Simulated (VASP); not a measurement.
Data:

```
CELL_PARAMETERS angstrom
      0.00000     2.74530     2.74530
      2.74530     0.00000     2.74530
      2.74530     2.74530     0.00000
ATOMIC_POSITIONS crystal
  Ce 0.00000 0.00000 0.00000
  O  0.25000 0.25000 0.25000
  O  0.75000 0.75000 0.75000
```

Level of theory: revTPSS meta-GGA, VASP's PBE PAW potentials (set 64) (plane waves; VASP). Settings: 520 eV cut-off, 7×7×7 Γ-centred mesh, Gaussian smearing of 0.050 eV, potentials Ce O.

**Question.** Predict the energy per atom (σ→0), pressure.

**Answer.** 
```
Item                                    Value
---------------------  ----------------------
energy per atom (σ→0)  -171.5 kJ/mol of atoms
pressure                            -5.11 GPa
```

The compound is CeO2 in the fluorite structure. This cell is one point of a volume scan, at 1.03 of the reference volume. The run is not spin-polarised, so no magnetic state was tried.
